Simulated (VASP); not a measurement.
```yaml
crystal:
  lattice:
    - [0.00000, 2.45310, 2.45310]
    - [2.45310, 0.00000, 2.45310]
    - [2.45310, 2.45310, 0.00000]
  atoms:
    - { symbol: Ca, position: [0.00000, 0.00000, 0.00000] }
    - { symbol: O, position: [0.50000, 0.50000, 0.50000] }
```

All values below come from PBE GGA, VASP's PBE PAW potentials (set 64) (plane waves; VASP). Numerical set-up: EDIFF = 1E-3, 520 eV cut-off, 8×8×8 Γ-centred mesh, Gaussian smearing of 0.050 eV, potentials Ca_sv O.

Question: Predict the energy per atom (σ→0), pressure, band gap (on the k-mesh) with the smallest direct gap where there is one.

Answer: 
| Item | Result |
|---|---|
| band gap (on the k-mesh) | 3.65 eV |
| smallest direct gap (on the k-mesh) | 4.03 eV |
| energy per atom (σ→0) | -6.396 eV/atom |
| pressure | -3.53 GPa |

Total energies compare only between runs with the same potentials, cut-off and functional.

The compound is CaO in the rock salt structure. The cell was not relaxed at this level. The run is one of a series of settings (EDIFF = 1E-3 against the base run), some of them coarse on purpose.
